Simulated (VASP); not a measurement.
Data:

```
CELL_PARAMETERS angstrom
      0.00000     3.21082     3.21082
      3.21082     0.00000     3.21082
      3.21082     3.21082     0.00000
ATOMIC_POSITIONS crystal
  Ba 0.00000 0.00000 0.00000
  S  0.50000 0.50000 0.50000
```

Level of theory: optB88-vdW, VASP's PBE PAW potentials (set 64) (plane waves; VASP). Run with 520 eV cut-off, Gaussian smearing of 0.050 eV, potentials Ba_sv S.

Unless said otherwise, spin-orbit coupling is left out, though it shifts the bands of the heavy elements here.

Q: Give the energies of bands 6 to 11 at the high-symmetry points, in eV from the valence-band maximum.

A: 
```csv
band,Γ,X,U,L,W
6,0.00,-0.54,-0.94,-1.91,-1.09
7,0.00,-0.14,-0.59,-1.04,-0.50
8,0.00,-0.14,-0.55,-1.04,-0.50
9,3.50,2.12,3.28,5.46,4.25
10,3.84,5.92,5.89,5.65,4.25
11,3.84,5.94,6.52,6.21,6.23
```

The gap is indirect, 2.12 eV, from the valence maximum at Γ to the conduction minimum at X.

The compound is BaS in the rock salt structure. It was relaxed first.
